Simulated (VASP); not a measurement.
Here is the system:

```
Er2Te3
1.0
    4.86916     0.00000     0.00000
   -2.43458     4.21681     0.00000
    0.00000     0.00000     7.58688
Er Te
2 3
Direct
  0.33333   0.66667   0.24670
  0.66667   0.33333   0.75330
  0.00000   0.00000   0.00000
  0.33333   0.66667   0.64700
  0.66667   0.33333   0.35300
```

Level of theory: PBE GGA, VASP's PBE PAW potentials (set 64) (plane waves; VASP 6.6.1). Numerical set-up: 400 eV cut-off, 5×5×3 Γ-centred mesh, Gaussian smearing of 0.050 eV, potentials Er_3 Te.

The 4f electrons are frozen in the core of the lanthanide potential, so 4f levels, which can set the real gap, and their magnetism are missing.

### Question
Give the force on each atom (eV/Å).

### Answer

```json
[
 {"atom": "Er1", "Fx": "0.000", "Fy": "0.000", "Fz": "-0.720"},
 {"atom": "Er2", "Fx": "0.000", "Fy": "0.000", "Fz": "0.720"},
 {"atom": "Te3", "Fx": "0.000", "Fy": "0.000", "Fz": "0.000"},
 {"atom": "Te4", "Fx": "0.000", "Fy": "0.000", "Fz": "-0.081"},
 {"atom": "Te5", "Fx": "0.000", "Fy": "0.000", "Fz": "0.081"}
]
```

### Question
Give the stress tensor in GPa (positive for a compressed cell).

### Answer

```
3.67  0.00  0.00
0.00  3.67  0.00
0.00  0.00  4.80
```
The pressure is its mean diagonal, 4.05 GPa.

The structure was generated: Er2Te3 was put into the A-La2O3 type (P-3m1), which need not be its known phase. The cell was not relaxed at this level.
